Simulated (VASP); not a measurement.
Calculation: PBEsol GGA, VASP's PBE PAW potentials (set 64) (plane waves; VASP).

VASP ran on this input.

POSCAR:
```
V
1
   -1.4793578206     1.4793578206     1.4793578206
    1.4793578206    -1.4793578206     1.4793578206
    1.4793578206     1.4793578206    -1.4793578206
V
1
Direct
  0.0000000000   1.0000000000   0.0000000000
```

**INCAR**
```
ALGO  =  Normal
EDIFF  =  1E-6
EDIFFG  =  -0.01
ENCUT  =  520
GGA  =  PS
IBRION  =  2
ISIF  =  3
ISMEAR  =  1
LASPH  =  .True.
LCHARG  =  .False.
LMAXMIX  =  4
LREAL  =  .False.
LWAVE  =  .False.
NELM  =  100
NSW  =  60
PREC  =  Accurate
SIGMA  =  0.1
SYSTEM  =  V
```

File KPOINTS:
```
Automatic mesh
0
gamma
16 16 16
```

POTCAR, in this order: V_sv (PBE.64 set). Program: vasp_std.

### Question
What will the output report for the number of irreducible k-points (NKPTS), largest plane-wave count, number of space-group operations, FFT grid (NGX, NGY, NGZ)?

### Answer

The number of irreducible k-points (NKPTS) comes out as 145 and the largest plane-wave count is 370. The number of space-group operations is 48. The FFT grid (NGX, NGY, NGZ) comes out as 20 × 20 × 20.

The compound is V in the bcc structure. This run relaxes it. Symmetry was kept, so distortions that lower it aren't found. The start is the result of an earlier pass. The run is not spin-polarised, so no magnetic state was tried.
